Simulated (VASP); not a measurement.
GaN (wurtzite): the lattice constant a from VASP (plane waves, PAW) at several levels of theory. Static lattice.  The measured value holds thermal and zero-point effects that the static calculation lacks.

| level | lattice constant a (Å) | error against measurement |
|---|---|---|
| LDA | 3.159 | -0.9 % |
| PBE | 3.220 | +1.0 % |
| PBEsol | 3.182 | -0.2 % |
| RPBE | 3.244 | +1.7 % |
| AM05 | 3.182 | -0.2 % |
| PBE-D3(BJ) | 3.198 | +0.3 % |
| PBE-D4 | 3.186 | -0.1 % |
| optB88-vdW | 3.212 | +0.7 % |
| rev-vdW-DF2 | 3.201 | +0.4 % |
| revTPSS | 3.201 | +0.4 % |
| SCAN | 3.185 | -0.1 % |
| r2SCAN | 3.190 | +0.0 % |
| r2SCAN+rVV10 | 3.183 | -0.2 % |

Measured: 3.189 Å (as given by M J Lucero et al., Journal of Physics Condensed Matter (2012), arXiv:1111.4515).

The cell of the LDA run:

```yaml
crystal:
  lattice:
    - [1.57943, -2.73566, 0.00000]
    - [1.57943, 2.73566, 0.00000]
    - [0.00000, 0.00000, 5.14582]
  atoms:
    - { symbol: Ga, position: [0.66667, 0.33333, 0.50020] }
    - { symbol: Ga, position: [0.33333, 0.66667, 0.00020] }
    - { symbol: N, position: [0.66667, 0.33333, 0.87680] }
    - { symbol: N, position: [0.33333, 0.66667, 0.37680] }
```

Only levels that ran to the end are used. Left out are those held back, those with too coarse a band path, GW runs whose mesh misses a band edge, hybrids' fits of cells that aren't cubic and levels without matching references; a question may draw on a part of the rest.

The compound is GaN in the wurtzite structure.
